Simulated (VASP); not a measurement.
# XPS shifts in Ta15Os, part 3 of 3

Wanted: the chemical shifts that photoemission would resolve in Ta15Os.

VASP 6.6.1, plane waves and PAW; the level of theory is named at each step.

So far. Step 2 (Relaxation): At PBE, with these data sets, the largest force is down to 0.026 eV/Å. Step 4 (Core hole, atom Ta2): This is the reference for holes on Ta.

## (5) Core hole, atom Ta14

Level of this step: final-state core hole with the electron kept at the Fermi level, PBE; plane waves and PAW (Ta_pv, Ta_pv, Os) (VASP).

The same hole on the next atom.

INCAR

```
SYSTEM = Ta15Os
PREC = Normal
ENCUT = 330
EDIFF = 1E-05
NELM = 120
ISMEAR = 0
SIGMA = 0.1
LREAL = Auto
ALGO = Fast
GGA = PE
NBANDS = 107
LASPH = .TRUE.
LWAVE = .FALSE.
LCHARG = .FALSE.
KPAR = 8
ICORELEVEL = 2
CLNT = 1
CLN = 4
CLL = 3
CLZ = 1
ISIF = 0
```

POSCAR

```
Ta15Os
1.0
   -3.2957453988      6.5914907976      0.0000000000
    9.8872361963     -6.5914907976      3.2957453988
    3.2957453988      6.5914907976     -3.2957453988
Ta Ta Os
1 14 1
Direct
    0.7500000000      0.1875000000      0.6875000000
    0.9955583888      0.9952011432      0.0029503995
    0.0111121243      0.2565544007      0.2490324369
    0.2445304074      0.5610293517      0.0610293517
    0.0110569015      0.5029503995      0.4952011432
    0.2554695926      0.8139706483      0.3139706483
    0.9960681967      0.7490324369      0.7565544007
    0.4888878757      0.1184455993      0.1259675631
    0.2489089928      0.0622428057      0.5622428057
    0.5044416112      0.3797988568      0.3720496005
    0.2510910072      0.3127571943      0.8127571943
    0.5039318033      0.6259675631      0.6184455993
    0.7520274440      0.9408503310      0.4408503310
    0.4889430985      0.8720496005      0.8797988568
    0.7479725560      0.4341496690      0.9341496690
    0.7500000000      0.6875000000      0.1875000000
```

KPOINTS

```
Automatic mesh
0
Gamma
7 7 7
0 0 0
```

Potentials, in the order of the species: Ta_pv, Ta_pv and Os (PBE family, release 64).

Command:

```bash
mpirun -np 8 vasp_std
```

The program printed:

```text
[... set-up lines as in an earlier step ...]
 entering main loop
       N       E                     dE             d eps       ncg     rms          rms(c)
DAV:   1     0.140534133158E+04    0.14053E+04   -0.74104E+04 21760   0.123E+03
DAV:   2    -0.251629556595E+03   -0.16570E+04   -0.15976E+04 22844   0.435E+02
DAV:   3    -0.349320695821E+03   -0.97691E+02   -0.91450E+02 27520   0.960E+01
DAV:   4    -0.352974623379E+03   -0.36539E+01   -0.35586E+01 25928   0.161E+01
[...]
RMM:  15    -0.341961205936E+03   -0.34788E-04   -0.58274E-04 27371   0.499E-02    0.283E-02
RMM:  16    -0.341961205557E+03    0.37869E-06   -0.14170E-04 24540   0.223E-02    0.122E-02
RMM:  17    -0.341961204511E+03    0.10464E-05   -0.31471E-05 18845   0.112E-02
   1 F= -.34196120E+03 E0= -.34192028E+03  d E =-.818445E-01
```

Run time: 9 min. Hardware: 8 MPI ranks of Intel Xeon Platinum 8259CL at 2.50GHz (Skylake/Cascade Lake), shared host; peak memory 7.7 GiB; 57 min of CPU time.

Parts of OUTCAR (step 5):

```text
 POSITION                                       TOTAL-FORCE (eV/Angst)
 -----------------------------------------------------------------------------------
      1.64787      8.23936     -1.64787        -0.000000      0.000000     -0.000000
      6.56841      0.02180      3.27021        -0.235459      0.245096      0.290319
      3.32074      0.02366      0.02479         0.226594      0.245830     -0.275664
      4.94226     -1.68393      1.64787        -0.049098     -0.007975     -0.000000
      6.56841      0.02180      0.02554        -0.235459      0.245096     -0.290319
      8.24072     -1.61182      1.64787         0.049098      0.007975     -0.000000
      6.61648      6.61516     -0.02479         0.226594      0.245830      0.275664
     -0.02499      3.27208     -0.02479        -0.226594     -0.245830      0.275664
      1.64808      4.93643     -1.64787         0.043654     -0.156638     -0.000000
      3.31883      3.27394      0.02554         0.235459     -0.245096     -0.290319
      4.94341      4.95081     -1.64787        -0.043654      0.156638     -0.000000
      6.56650      3.27208      0.02479        -0.226594     -0.245830     -0.275664
      8.27685      1.66124      1.64787        -0.162894     -0.036946     -0.000000
      9.91032      3.27394     -0.02554         0.235459     -0.245096      0.290319
      4.90613      8.22600     -1.64787         0.162894      0.036946     -0.000000
      4.94362      1.64787      1.64787        -0.000000      0.000000     -0.000000
 -----------------------------------------------------------------------------------
    total drift:                                0.000000      0.000000      0.000000

  FREE ENERGIE OF THE ION-ELECTRON SYSTEM (eV)
  ---------------------------------------------------
  free  energy   TOTEN  =      -341.9612045111 eV

  energy  without entropy=     -341.8793599847  energy(sigma->0) =     -341.92028225

[... 2 parts as in an earlier step ...]

[... 1 further part left out ...]
[key lines of the parts left out:]
E-fermi :   5.5874
```

Against the hole on Ta2 the energy differs by -0.19 eV.

## (6) Core hole, atom Ta15

The same hole on the next atom.

INCAR is that of step 5.

Changes to POSCAR since step 5:

```diff
@@ -8,3 +8,3 @@
 Direct
-    0.7500000000      0.1875000000      0.6875000000
+    0.7479725560      0.4341496690      0.9341496690
     0.9955583888      0.9952011432      0.0029503995
@@ -22,3 +22,3 @@
     0.4889430985      0.8720496005      0.8797988568
-    0.7479725560      0.4341496690      0.9341496690
+    0.7500000000      0.1875000000      0.6875000000
     0.7500000000      0.6875000000      0.1875000000
```

KPOINTS is that of step 5.

Command:

```bash
mpirun -np 8 vasp_std
```

The program printed:

```text
[... set-up lines as in an earlier step ...]
 entering main loop
       N       E                     dE             d eps       ncg     rms          rms(c)
DAV:   1     0.140549966946E+04    0.14055E+04   -0.74103E+04 21776   0.123E+03
DAV:   2    -0.251717399507E+03   -0.16572E+04   -0.15975E+04 22852   0.435E+02
DAV:   3    -0.349323639065E+03   -0.97606E+02   -0.91367E+02 27508   0.959E+01
DAV:   4    -0.352975687716E+03   -0.36520E+01   -0.35594E+01 26120   0.161E+01
[...]
RMM:  15    -0.341910396028E+03   -0.60368E-04   -0.88264E-04 28418   0.539E-02    0.355E-02
RMM:  16    -0.341910366909E+03    0.29118E-04   -0.17424E-04 24134   0.287E-02    0.207E-02
RMM:  17    -0.341910365313E+03    0.15968E-05   -0.52800E-05 21466   0.153E-02
   1 F= -.34191037E+03 E0= -.34186909E+03  d E =-.825587E-01
```

It took 10 min on 8 MPI ranks; peak memory 7.6 GiB.

From OUTCAR (step 6):

```text
 POSITION                                       TOTAL-FORCE (eV/Angst)
 -----------------------------------------------------------------------------------
      4.90613      8.22600     -1.64787         0.064124      0.000997      0.000000
      6.56841      0.02180      3.27021         0.269668      0.265246      0.252609
      3.32074      0.02366      0.02479        -0.278513      0.241186      0.214598
      4.94226     -1.68393      1.64787        -0.043798      0.114097      0.000000
      6.56841      0.02180      0.02554         0.269668      0.265246     -0.252609
      8.24072     -1.61182      1.64787        -0.000415      0.044618      0.000000
      6.61648      6.61516     -0.02479        -0.278513      0.241186     -0.214598
     -0.02499      3.27208     -0.02479         0.261865     -0.273000      0.286304
      1.64808      4.93643     -1.64787         0.037590     -0.033957      0.000000
      3.31883      3.27394      0.02554        -0.259739     -0.228986      0.212601
      4.94341      4.95081     -1.64787        -0.005109     -0.131244      0.000000
      6.56650      3.27208      0.02479         0.261865     -0.273000     -0.286304
      8.27685      1.66124      1.64787         0.025327      0.017754      0.000000
      9.91032      3.27394     -0.02554        -0.259739     -0.228986     -0.212601
      1.64787      8.23936     -1.64787        -0.160476     -0.053053      0.000000
      4.94362      1.64787      1.64787         0.096195      0.031895      0.000000
 -----------------------------------------------------------------------------------
    total drift:                                0.003358     -0.004265      0.000004

  FREE ENERGIE OF THE ION-ELECTRON SYSTEM (eV)
  ---------------------------------------------------
  free  energy   TOTEN  =      -341.9103653127 eV

  energy  without entropy=     -341.8278066558  energy(sigma->0) =     -341.86908598

[... 2 parts as in an earlier step ...]

[... 1 further part left out ...]
[key lines of the parts left out:]
E-fermi :   5.5923
```

Against the hole on Ta2 the energy differs by -0.13 eV.

## (7) Summary

This step: core-level shifts, PBE; plane waves and PAW (VASP 6.6.1).

This step runs nothing: it gathers the runs above.

A positive shift is a higher binding energy. Cost is wall time times ranks on a shared host. Core-level shifts:

| atom | region | shell | Kohn-Sham level below the Fermi level (eV) | initial-state shift (eV) | final-state shift (eV) | shifts are from | cost (core minutes) |
| --- | --- | --- | --- | --- | --- | --- | --- |
| Ta2 |  | 4f | 18.98 | 0 | 0 | Ta2 | 104.5 |
| Ta14 |  | 4f | 18.84 | -0.1479 | -0.1857 | Ta2 | 71.88 |
| Ta15 |  | 4f | 18.87 | -0.1153 | -0.1345 | Ta2 | 79.61 |

## (8) Outcome

| Quantity | Value |
| --- | --- |
| Ta14 4f, from Ta2 | initial state -0.15 eV, final state -0.19 eV |
| Ta15 4f, from Ta2 | initial state -0.12 eV, final state -0.13 eV |

What this shows: Against Ta2, Ta14 is shifted by -0.15 eV in the initial state and by -0.19 eV with the hole; against Ta2, Ta15 is shifted by -0.12 eV in the initial state and by -0.13 eV with the hole (energies extrapolated to zero smearing). Only these atoms were given a hole, so other sites aren't ranked. The difference of the two pictures holds the screening of the hole, but also the cell's limits: holes repeat 6.6 Å apart, and the electron from the core stays in the cell, where it moves the Fermi energy by -0.03 to -0.02 eV, less than the shifts themselves. Cell size, mesh and smearing weren't varied between the hole runs. The other core electrons are frozen, spin-orbit splitting and multiplets are absent, and only shifts between atoms of one element are meaningful. Not tabulated here, as repeats of values shown or as unfit to read for their mesh, reference level or band range: core levels (core hole).

[Lines on the potential files, build, host, timing and source positions are cut from VASP's logs without a mark.]

[Logs are printed without paths, hosts, clocks, repeated set-up lines and the standing remarks that a program may print on its own settings, such as how far it seeks lower states.]

[Hosts, paths, dates, database ids (printed as entryN), source tags and the programs' standing remarks are cut or masked in the printed files.]
